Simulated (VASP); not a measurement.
**LiBe: equation of state with PBE**

Crystal: LiBe.

```
Be Li
1.0
     2.81115    0.00000    0.00000
     0.00000    2.81115    0.00000
     0.00000    0.00000    2.81115
Be Li
1 1
Cartesian
  1.4056 1.4056 1.4056
  0.0000 0.0000 0.0000
```

The cell comes from a database or a generator and needn't be the stable form of this composition.

```json
{
  "Program": "VASP 6.6.1",
  "Task": "equation of state",
  "Functional": "PBE",
  "Potentials or basis": "VASP PAW PBE potentials, release 64 (Be, Li_sv)",
  "Cutoff": "520 eV",
  "k mesh": "9 × 9 × 9",
  "Occupations": "fermi-dirac, width 0.05 eV",
  "Spin": "no spin polarisation",
  "Further INCAR settings": "ALGO = Normal; EDIFF = 1e-07; NBANDS = 10"
}
```

The equilibrium volume is 11.22 Å³/atom and the bulk modulus is 48 GPa. The pressure derivative of the bulk modulus is 3.6.

Energy against volume, from the lowest point:
```tsv
volume (Å³/atom)	energy (meV/atom)
10.441	8.85
10.663	4.28
10.886	1.37
11.108	0.00
11.330	0.01
11.552	1.27
11.774	3.71
```

All runs of the series together: 20 s on 1 thread of Intel(R) Xeon(R) 6975P-C (Granite Rapids), with other jobs on the host.

Caveat: the cutoff is under 1.25 times the usual one of these potentials, so pressure, stress and relaxed cells hold a basis-set (Pulay) error.
